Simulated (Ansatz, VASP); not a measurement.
## TiFe in two plane-wave programs

Wanted: the spread between two codes on one cell, functional and k mesh. The cell is taken from a series of VASP runs on this material, whose earlier steps may have relaxed, scaled or displaced it; both programs get it as it stands. Other levels of theory on this material are compared in a session of their own. Valence electrons are named where the data sets of a main pair hold unlike numbers.

Calculated with Ansatz 0.2.0; plane waves, with VASP 6.6.1 beside it; band structure at r2SCAN with rVV10.

### 1. The starting structure

The structure is cubic, space group Pm-3m (No. 221). Conventional cell: a = 2.931 Å, b = 2.931 Å, c = 2.931 Å, α = 90.00°, β = 90.00°, γ = 90.00°. Nearest to Ti lie 8 Fe at 2.54 Å. Fe has 8 Ti at 2.54 Å nearest. Farther neighbours are not listed.

### 2. VASP: band structure, r2SCAN with rVV10

A single point gives forces, pressure and levels at one fixed geometry, so differences don't come from the geometry; what else differs is listed under the comparison.

Lines of VASP's logs that name or quote its potential files are left out, and so is its time.

Contents of INCAR:

```
SYSTEM = TiFe
PREC = Accurate
ENCUT = 400
EDIFF = 1E-06
NELM = 100
ISMEAR = 1
SIGMA = 0.2
LREAL = .FALSE.
ALGO = Normal
METAGGA = R2SCAN
LUSE_VDW = .TRUE.
IVDW_NL = 2
BPARAM = 11.95
CPARAM = 0.0093
LASPH = .TRUE.
NBANDS = 24
ISPIN = 2
MAGMOM = -0.35 0.51
LMAXMIX = 4
LORBIT = 11
LWAVE = .FALSE.
LCHARG = .FALSE.
KPAR = 4
```

Contents of POSCAR:

```
TiFe
1.0
    2.9308219653      0.0000000000      0.0000000000
    0.0000000000      2.9308219653      0.0000000000
    0.0000000000      0.0000000000      2.9308219653
Ti Fe
1 1
Direct
    0.5000000000      0.5000000000      0.5000000000
    0.0000000000      0.0000000000      0.0000000000
```

Contents of KPOINTS:

```
Automatic mesh
0
Gamma
8 8 8
0 0 0
```

Contents of KPOINTS_OPT:

```
Line mode
16
Line-mode
Reciprocal
  0.00000000   0.00000000   0.00000000 GAMMA
  0.00000000   0.50000000   0.00000000 X

  0.00000000   0.50000000   0.00000000 X
  0.50000000   0.50000000   0.00000000 M

  0.50000000   0.50000000   0.00000000 M
  0.00000000   0.00000000   0.00000000 GAMMA

  0.00000000   0.00000000   0.00000000 GAMMA
  0.50000000   0.50000000   0.50000000 R

  0.50000000   0.50000000   0.50000000 R
  0.00000000   0.50000000   0.00000000 X

  0.50000000   0.50000000   0.00000000 M
  0.50000000   0.50000000   0.50000000 R
```

PAW data sets: Ti_sv and Fe (PBE family, release 64).

Command:

```sh
$ mpirun -np 4 vasp_std
```

Numbers of over 12 decimals in the logs are rounded to 6 here.

Output:

```text
[banner, memory and clock lines left out]
running    4 mpi-ranks, on    1 nodes
 distrk:  each k-point on    1 cores,    4 groups
 distr:  one band on    1 cores,    1 groups

 POSCAR found type information on POSCAR TiFe
 POSCAR found :  2 types and       2 ions
|                                                                             |
|               ----> ADVICE to this user running VASP <----                  |
|                                                                             |
|     You have switched on vdW-DFT.                                           |
|     This routine was written and supplied by Jiri Klimes. We recommend      |
|     that you carefully read and cite the following publications:            |
|       J. Klimes, D.R. Bowler, A. Michelides                                 |
|          J. Phys.: Cond Matt. 22 022201 (2010)                              |
|       J. Klimes, D.R. Bowler, A. Michelides                                 |
|          Phys. Rev. B. 83, 195131 (2011)                                    |
|     and references therein.                                                 |
|                                                                             |

|                                                                             |
|               ----> ADVICE to this user running VASP <----                  |
|                                                                             |
|     You enforced a specific xc type in the INCAR file but a different       |
|     [... a line on the potential file left out ...]
|     I HOPE YOU KNOW WHAT YOU ARE DOING!                                     |
|                                                                             |

 LDA part: xc-table for (None), standard interpolation
 POSCAR, INCAR and KPOINTS ok, starting setup
 FFT: planning ... GRIDC
 FFT: planning ... GRID_SOFT
 FFT: planning ... GRID
 WAVECAR not read
 entering main loop
       N       E                     dE             d eps       ncg     rms          rms(c)
Total rVV10 correction in eV:      0.4775109    21.9638069
Total rVV10 correction in eV:      0.4775109    21.9638069
Total rVV10 correction in eV:      0.4775109    21.9638069
Total rVV10 correction in eV:      0.4775109    21.9638069
DAV:   1     0.136650451562E+03    0.13665E+03   -0.80649E+03  3664   0.900E+02
DAV:   2    -0.206003497421E+02   -0.15725E+03   -0.14705E+03  3512   0.256E+02
DAV:   3    -0.341402278022E+02   -0.13540E+02   -0.13052E+02  5080   0.726E+01
DAV:   4    -0.346598907332E+02   -0.51966E+00   -0.51885E+00  3616   0.118E+01
DAV:   5    -0.346701608059E+02   -0.10270E-01   -0.10270E-01  4088   0.161E+00    0.197E+01
Total rVV10 correction in eV:      0.4285744    21.9638073
Total rVV10 correction in eV:      0.4285744    21.9638073
Total rVV10 correction in eV:      0.4285744    21.9638073
Total rVV10 correction in eV:      0.4285744    21.9638073
DAV:   6    -0.328757765170E+02    0.17944E+01   -0.34944E+01  3984   0.663E+01    0.233E+01
Total rVV10 correction in eV:      0.4386855    21.9638050
Total rVV10 correction in eV:      0.4386855    21.9638050
Total rVV10 correction in eV:      0.4386855    21.9638050
Total rVV10 correction in eV:      0.4386855    21.9638050
DAV:   7    -0.274616758911E+02    0.54141E+01   -0.21958E+01  4192   0.394E+01    0.783E+00
Total rVV10 correction in eV:      0.4334242    21.9638073
Total rVV10 correction in eV:      0.4334242    21.9638073
Total rVV10 correction in eV:      0.4334242    21.9638073
Total rVV10 correction in eV:      0.4334242    21.9638073
DAV:   8    -0.273276976858E+02    0.13398E+00   -0.11464E+00  4704   0.771E+00    0.292E+00
Total rVV10 correction in eV:      0.4305052    21.9638071
Total rVV10 correction in eV:      0.4305052    21.9638071
Total rVV10 correction in eV:      0.4305052    21.9638071
Total rVV10 correction in eV:      0.4305052    21.9638071
DAV:   9    -0.273234383411E+02    0.42593E-02   -0.69534E-02  4128   0.194E+00    0.216E+00
Total rVV10 correction in eV:      0.4281967    21.9638071
Total rVV10 correction in eV:      0.4281967    21.9638071
Total rVV10 correction in eV:      0.4281967    21.9638071
Total rVV10 correction in eV:      0.4281967    21.9638071
DAV:  10    -0.273446749585E+02   -0.21237E-01   -0.97152E-02  4312   0.303E+00    0.518E-01
Total rVV10 correction in eV:      0.4285873    21.9638071
Total rVV10 correction in eV:      0.4285873    21.9638071
Total rVV10 correction in eV:      0.4285873    21.9638071
Total rVV10 correction in eV:      0.4285873    21.9638071
DAV:  11    -0.273451061845E+02   -0.43123E-03   -0.39500E-03  3872   0.530E-01    0.285E-01
Total rVV10 correction in eV:      0.4293016    21.9638071
Total rVV10 correction in eV:      0.4293016    21.9638071
Total rVV10 correction in eV:      0.4293016    21.9638071
Total rVV10 correction in eV:      0.4293016    21.9638071
DAV:  12    -0.273447464338E+02    0.35975E-03   -0.26595E-03  3944   0.589E-01    0.153E-01
Total rVV10 correction in eV:      0.4292544    21.9638071
Total rVV10 correction in eV:      0.4292544    21.9638071
Total rVV10 correction in eV:      0.4292544    21.9638071
Total rVV10 correction in eV:      0.4292544    21.9638071
DAV:  13    -0.273446821073E+02    0.64327E-04   -0.22457E-04  4216   0.105E-01    0.719E-02
Total rVV10 correction in eV:      0.4291478    21.9638071
Total rVV10 correction in eV:      0.4291478    21.9638071
Total rVV10 correction in eV:      0.4291478    21.9638071
Total rVV10 correction in eV:      0.4291478    21.9638071
DAV:  14    -0.273447054475E+02   -0.23340E-04   -0.33826E-04  4504   0.139E-01    0.263E-02
Total rVV10 correction in eV:      0.4291322    21.9638071
Total rVV10 correction in eV:      0.4291322    21.9638071
Total rVV10 correction in eV:      0.4291322    21.9638071
Total rVV10 correction in eV:      0.4291322    21.9638071
DAV:  15    -0.273447381165E+02   -0.32669E-04   -0.15422E-04  4960   0.766E-02    0.217E-02
Total rVV10 correction in eV:      0.4291339    21.9638071
Total rVV10 correction in eV:      0.4291339    21.9638071
Total rVV10 correction in eV:      0.4291339    21.9638071
Total rVV10 correction in eV:      0.4291339    21.9638071
DAV:  16    -0.273447566548E+02   -0.18538E-04   -0.10006E-04  4736   0.613E-02    0.167E-02
Total rVV10 correction in eV:      0.4291293    21.9638071
Total rVV10 correction in eV:      0.4291293    21.9638071
Total rVV10 correction in eV:      0.4291293    21.9638071
Total rVV10 correction in eV:      0.4291293    21.9638071
DAV:  17    -0.273447755853E+02   -0.18930E-04   -0.44855E-04  4280   0.124E-01    0.102E-02
Total rVV10 correction in eV:      0.4291296    21.9638071
Total rVV10 correction in eV:      0.4291296    21.9638071
Total rVV10 correction in eV:      0.4291296    21.9638071
Total rVV10 correction in eV:      0.4291296    21.9638071
DAV:  18    -0.273447807571E+02   -0.51718E-05   -0.18910E-05  4768   0.314E-02    0.713E-03
Total rVV10 correction in eV:      0.4291281    21.9638071
Total rVV10 correction in eV:      0.4291281    21.9638071
Total rVV10 correction in eV:      0.4291281    21.9638071
Total rVV10 correction in eV:      0.4291281    21.9638071
DAV:  19    -0.273447818274E+02   -0.10702E-05   -0.99226E-06  3272   0.216E-02    0.276E-03
Total rVV10 correction in eV:      0.4291334    21.9638071
Total rVV10 correction in eV:      0.4291334    21.9638071
Total rVV10 correction in eV:      0.4291334    21.9638071
Total rVV10 correction in eV:      0.4291334    21.9638071
DAV:  20    -0.273447816216E+02    0.20576E-06   -0.22120E-06  2264   0.988E-03
Total rVV10 correction in eV:      0.4291373    21.9638071
Total rVV10 correction in eV:      0.4291373    21.9638071
Total rVV10 correction in eV:      0.4291373    21.9638071
Total rVV10 correction in eV:      0.4291373    21.9638071
Total rVV10 correction in eV:      0.4291368    21.9638071
Total rVV10 correction in eV:      0.4291368    21.9638071
Total rVV10 correction in eV:      0.4291368    21.9638071
Total rVV10 correction in eV:      0.4291368    21.9638071
   1 F= -.27344782E+02 E0= -.27345321E+02  d E =0.161903E-02  mag=    -0.0001
 Start KPOINTS_OPT (optional k-point list driver)
k-point batch [1-35\96]
       N       E                     dE             ncg
DAV:   1    -0.193371654648E+03   -0.17920E+05     3640
DAV:   2    -0.578284114622E+04   -0.55895E+04     3504
DAV:   3    -0.629575403228E+04   -0.51291E+03     5064
DAV:   4    -0.631744173543E+04   -0.21688E+02     3488
DAV:   5    -0.631789336015E+04   -0.45162E+00     3984
DAV:   6    -0.631790681122E+04   -0.13451E-01     3752
DAV:   7    -0.631790730933E+04   -0.49811E-03     4008
DAV:   8    -0.631790733049E+04   -0.21164E-04     3336
DAV:   9    -0.631790733139E+04   -0.89783E-06     2624
[...]
k-point batch [71-96\96]
       N       E                     dE             ncg
DAV:   1     0.806035923872E+04   -0.21110E+05     2760
DAV:   2     0.398768078690E+04   -0.40727E+04     2632
DAV:   3     0.364037408443E+04   -0.34731E+03     3840
DAV:   4     0.363063655670E+04   -0.97375E+01     2624
DAV:   5     0.363046747069E+04   -0.16909E+00     2984
DAV:   6     0.363046254254E+04   -0.49282E-02     2912
DAV:   7     0.363046235604E+04   -0.18650E-03     2936
DAV:   8     0.363046234818E+04   -0.78593E-05     2472
DAV:   9     0.363046234787E+04   -0.30417E-06     1744
```

Parts of OUTCAR (step 2):

```text
ion  position               nearest neighbor table
   1  0.500  0.500  0.500-   2 2.54   2 2.54   2 2.54   2 2.54   2 2.54   2 2.54   2 2.54   2 2.54

  LATTYP: Found a simple cubic cell.
 ALAT       =     2.9308219653

 Subroutine GETGRP returns: Found 48 space group operations
 (whereof 48 operations were pure point group operations)

The static configuration has the point symmetry O_h .

 Found     35 irreducible k-points:

   k-points           NKPTS =     35   k-points in BZ     NKDIM =     35   number of bands    NBANDS=     24

   dimension x,y,z NGX =    20 NGY =   20 NGZ =   20
   dimension x,y,z NGXF=    40 NGYF=   40 NGZF=   40

   ENCUT  =  400.0 eV  29.40 Ry    5.42 a.u.   4.78  4.78  4.78*2*pi/ulx,y,z

   NELECT =      20.0000    total number of electrons

 k-points in reciprocal lattice and weights: Automatic mesh
   0.00000000  0.00000000  0.00000000       0.002
   0.12500000  0.00000000  0.00000000       0.012
   0.25000000  0.00000000  0.00000000       0.012
   0.37500000  0.00000000  0.00000000       0.012
   0.50000000  0.00000000  0.00000000       0.006
   0.12500000  0.12500000  0.00000000       0.023
   0.25000000  0.12500000  0.00000000       0.047
   0.37500000  0.12500000  0.00000000       0.047
   0.50000000  0.12500000  0.00000000       0.023
[...]
0.50000000  0.50000000  0.37500000       0.012
   0.50000000  0.50000000  0.50000000       0.002

 average (electrostatic) potential at core
       1 -76.6653       2 -45.6088

 E-fermi :   8.8296

 spin component 1
 k-point     1 :       0.0000    0.0000    0.0000
  band No.  band energies     occupation
    ...
      6       4.7694      1.00000
      7       4.7694      1.00000
      8       7.4434      1.00000
      9       7.4434      1.00000
     10       7.4434      1.00000
     11      10.2450     -0.00000
     12      10.2450     -0.00000
     13      12.1159     -0.00000
     14      12.1159     -0.00000
     15      12.1159     -0.00000
    ...

 k-point     2 :       0.1250    0.0000    0.0000
  band No.  band energies     occupation
    ...
      6       4.9371      1.00000
      7       4.9383      1.00000
      8       7.4153      1.00000
      9       7.4154      1.00000
     10       7.5112      1.00000
     11      10.0337     -0.00000
     12      10.3172     -0.00000
     13      11.6548     -0.00000
     14      11.6548     -0.00000
     15      12.0300     -0.00000
    ...

 k-point     3 :       0.2500    0.0000    0.0000
  band No.  band energies     occupation
    ...
      6       5.2981      1.00000
      7       5.4212      1.00000
      8       7.3612      1.00000
      9       7.3612      1.00000
     10       7.6868      1.00000
     11       9.4433     -0.00006
     12      10.4105     -0.00000
     13      10.7513     -0.00000
     14      10.7513     -0.00000
     15      11.8112     -0.00000
    ...

 k-point     4 :       0.3750    0.0000    0.0000
  band No.  band energies     occupation
    ...
      7       6.1207      1.00000
      8       7.3312      1.00000
      9       7.3312      1.00000
     10       7.8822      1.00000
     11       8.6290      1.02542
     12      10.0004     -0.00000
     13      10.0004     -0.00000
     14      10.1503     -0.00000
     15      11.5713     -0.00000
     16      13.7397      0.00000
    ...

 k-point     5 :       0.5000    0.0000    0.0000
  band No.  band energies     occupation
    ...
      7       6.6129      1.00000
      8       7.3288      1.00000
      9       7.3288      1.00000
     10       7.9711      1.00000
     11       8.0875      1.00000
     12       9.7125     -0.00000
     13       9.7125     -0.00000
     14       9.8168     -0.00000
     15      11.4642     -0.00000
     16      13.3926      0.00000
    ...

 k-point     6 :       0.1250    0.1250    0.0000
  band No.  band energies     occupation
    ...
      6       5.0776      1.00000
      7       5.1196      1.00000
      8       7.2669      1.00000
      9       7.3650      1.00000
     10       7.6527      1.00000
     11      10.0237     -0.00000
     12      10.2615     -0.00000
     13      11.2042     -0.00000
     14      11.2400     -0.00000
     15      12.0765     -0.00000
    ...

  Total        0.0040386      0.0040386      0.0040386      0.0000000      0.0000000     -0.0000000
  in kB        0.2570219      0.2570219      0.2570219      0.0000000      0.0000000     -0.0000000
  external PRESSURE =       0.2570219 kB  Pullay stress =       0.0000000 kB

  energy-cutoff  :      400.00
  volume of cell :       25.17
      direct lattice vectors                 reciprocal lattice vectors
     2.930821965  0.000000000  0.000000000     0.341201210  0.000000000  0.000000000
     0.000000000  2.930821965  0.000000000     0.000000000  0.341201210  0.000000000
     0.000000000  0.000000000  2.930821965     0.000000000  0.000000000  0.341201210

 POSITION                                       TOTAL-FORCE (eV/Angst)
 -----------------------------------------------------------------------------------
      1.46541      1.46541      1.46541         0.000000      0.000000      0.000000
      0.00000      0.00000      0.00000         0.000000      0.000000      0.000000
 -----------------------------------------------------------------------------------
    total drift:                               -0.000000      0.000000      0.000000

  FREE ENERGIE OF THE ION-ELECTRON SYSTEM (eV)
  ---------------------------------------------------
  free  energy   TOTEN  =       -27.3447816216 eV

  energy  without entropy=      -27.3464006527  energy(sigma->0) =      -27.34532130

 total charge
# of ion       s       p       d       tot
------------------------------------------
    1        2.263   6.228   1.856  10.346
    2        0.533   0.552   6.360   7.445
--------------------------------------------------
tot          2.796   6.780   8.216  17.792

 magnetization (x)
# of ion       s       p       d       tot
------------------------------------------
    1        0.000  -0.000  -0.000  -0.000
    2       -0.000  -0.000   0.000   0.000
--------------------------------------------------
tot          0.000  -0.000   0.000   0.000

[... 6 further parts left out ...]
```

The k-mesh is coarse for a metal.

The run ends at a pressure of 0.03 GPa.

[end of part 1 of 2]

[Lines on the potential files, build, host, timing and source positions are cut from VASP's logs without a mark.]

[Logs are printed without paths, hosts, clocks, repeated set-up lines and the standing remarks that a program may print on its own settings, such as how far it seeks lower states.]

[Hosts, paths, dates, database ids (printed as entryN), source tags and the programs' standing remarks are cut or masked in the printed files.]
